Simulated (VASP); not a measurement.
Output of a VASP run:

### OSZICAR
```
       N       E                     dE             d eps       ncg     rms          rms(c)
DAV:   1     0.117916572507E+03    0.11792E+03   -0.69145E+03 11944   0.116E+03
DAV:   2    -0.116015551867E+02   -0.12952E+03   -0.11829E+03 11696   0.285E+02
DAV:   3    -0.188493118700E+02   -0.72478E+01   -0.68374E+01 13350   0.830E+01
DAV:   4    -0.189864189842E+02   -0.13711E+00   -0.13670E+00 13266   0.109E+01
DAV:   5    -0.189914947243E+02   -0.50757E-02   -0.50753E-02 14814   0.205E+00    0.193E+01
DAV:   6    -0.194909758679E+02   -0.49948E+00   -0.93257E+00 14388   0.810E+01    0.200E+01
DAV:   7    -0.176822293368E+02    0.18087E+01   -0.14898E+01 15400   0.883E+01    0.106E+01
DAV:   8    -0.174615690743E+02    0.22066E+00   -0.59114E-01 16938   0.136E+01    0.523E+00
DAV:   9    -0.174195039991E+02    0.42065E-01   -0.88287E-02 17760   0.751E+00    0.262E+00
DAV:  10    -0.173940738021E+02    0.25430E-01   -0.42778E-02 17880   0.606E+00    0.784E-01
DAV:  11    -0.173939767388E+02    0.97063E-04   -0.78263E-03 16240   0.124E+00    0.311E-01
DAV:  12    -0.173939440349E+02    0.32704E-04   -0.20512E-04 13808   0.186E-01    0.106E-01
DAV:  13    -0.173939679051E+02   -0.23870E-04   -0.48867E-05 17744   0.125E-01    0.653E-02
DAV:  14    -0.173939728803E+02   -0.49752E-05   -0.17612E-05 18086   0.772E-02    0.130E-02
DAV:  15    -0.173939729690E+02   -0.88707E-07   -0.14923E-06  8456   0.289E-02
   1 F= -.17393973E+02 E0= -.17393179E+02  d E =-.158765E-02  mag=    -0.0000    -0.0000     2.9777
       N       E                     dE             ncg
```

OUTCAR:
```
------------------------ aborting loop because EDIFF is reached ----------------------------------------
  FORCE on cell =-STRESS in cart. coord.  units (eV):
  Direction    XX          YY          ZZ          XY          YZ          ZX
  --------------------------------------------------------------------------------------
  Total       -0.1197683     -0.1197683     -0.0568126     -0.0000000      0.0000000     -0.0000000
  in kB       -7.3799644     -7.3799644     -3.5007182     -0.0000017      0.0000000     -0.0000000
  external PRESSURE =      -6.0868823 kB  Pullay stress =       0.0000000 kB
  volume of cell :       26.00
      direct lattice vectors                 reciprocal lattice vectors
     2.656147750  0.000000000  0.000000000     0.376485081  0.000000000  0.000000000
     0.000000000  2.656147750  0.000000000     0.000000000  0.376485081  0.000000000
     0.000000000  0.000000000  3.685477769     0.000000000  0.000000000  0.271335241
 POSITION                                       TOTAL-FORCE (eV/Angst)
 -----------------------------------------------------------------------------------
      0.00000      0.00000      0.00000         0.000000      0.000000      0.000000
      1.32807      1.32807      1.84274         0.000000      0.000000      0.000000
 -----------------------------------------------------------------------------------
    total drift:                                0.000000      0.000000      0.000000
  FREE ENERGIE OF THE ION-ELECTRON SYSTEM (eV)
  ---------------------------------------------------
  free  energy   TOTEN  =       -17.3939729690 eV

  energy  without entropy=      -17.3923853214  energy(sigma->0) =      -17.39317915

 total charge

# of ion       s       p       d       tot
------------------------------------------
    1        0.432   0.499   6.220   7.150
    2        0.747   0.757   8.062   9.566
--------------------------------------------------
tot          1.179   1.256  14.281  16.716

 magnetization (x)

# of ion       s       p       d       tot
------------------------------------------
    1       -0.000   0.000   0.000   0.000
    2       -0.000   0.000   0.000   0.000
--------------------------------------------------
tot         -0.000   0.000   0.000   0.000

 magnetization (y)

# of ion       s       p       d       tot
------------------------------------------
    1        0.000  -0.000   0.000   0.000
    2       -0.000   0.000   0.000   0.000
--------------------------------------------------
tot         -0.000   0.000   0.000   0.000

 magnetization (z)

# of ion       s       p       d       tot
------------------------------------------
    1        0.000  -0.001   2.627   2.627
    2       -0.021  -0.055   0.372   0.296
--------------------------------------------------
tot         -0.021  -0.056   3.000   2.923

 Ion:    1  E_soc:     -0.0083506

 Ion:    2  E_soc:     -0.7611275
```
(Selected blocks of OUTCAR.)

POSCAR:
```
FePt
1
    2.6561477504     0.0000000000    -0.0000000000
    0.0000000000     2.6561477504     0.0000000000
   -0.0000000000     0.0000000000     3.6854777687
Fe Pt
1 1
Direct
  0.0000000000   0.0000000000   0.0000000000
  0.5000000000   0.5000000000   0.5000000000
```

**Question.** Reconstruct the remaining input files.

**Answer.** One answer among several that fit: the input of the run itself, LDA (Ceperley-Alder, Perdew-Zunger) with spin-orbit coupling, plane waves, VASP's LDA PAW potentials (set 64).

### INCAR
```
SYSTEM=FePt
PREC=Accurate; ENCUT=400; LREAL=.False.
LASPH=.True.
EDIFF=1E-6; NELM=100; ALGO=Normal
LMAXMIX=6
ISMEAR=0; SIGMA=0.05
GGA_COMPAT=.False.
MAGMOM=2*0 2.7 2*0 0.3
LSORBIT=.True.
LWAVE=.False.; LCHARG=.False.; LORBIT=11
```

### KPOINTS
```
K-points
0
gamma
  12 12 9
```

### KPOINTS_OPT
```
k-points along high-symmetry lines
5
Line-mode
Reciprocal
  0.000000   0.000000   0.000000 ! GAMMA
  0.000000   0.500000   0.000000 ! X

  0.000000   0.500000   0.000000 ! X
  0.500000   0.500000   0.000000 ! M

  0.500000   0.500000   0.000000 ! M
  0.000000   0.000000   0.000000 ! GAMMA

  0.000000   0.000000   0.000000 ! GAMMA
  0.000000   0.000000   0.500000 ! Z

  0.000000   0.000000   0.500000 ! Z
  0.000000   0.500000   0.500000 ! R

  0.000000   0.500000   0.500000 ! R
  0.500000   0.500000   0.500000 ! A

  0.500000   0.500000   0.500000 ! A
  0.000000   0.000000   0.500000 ! Z

  0.000000   0.500000   0.000000 ! X
  0.000000   0.500000   0.500000 ! R

  0.500000   0.500000   0.000000 ! M
  0.500000   0.500000   0.500000 ! A
```

POTCAR, in this order: Fe Pt (LDA.64 set). Program: vasp_ncl.

The compound is FePt in the L1_0 structure. It was relaxed first, which changed the volume by -5 %.
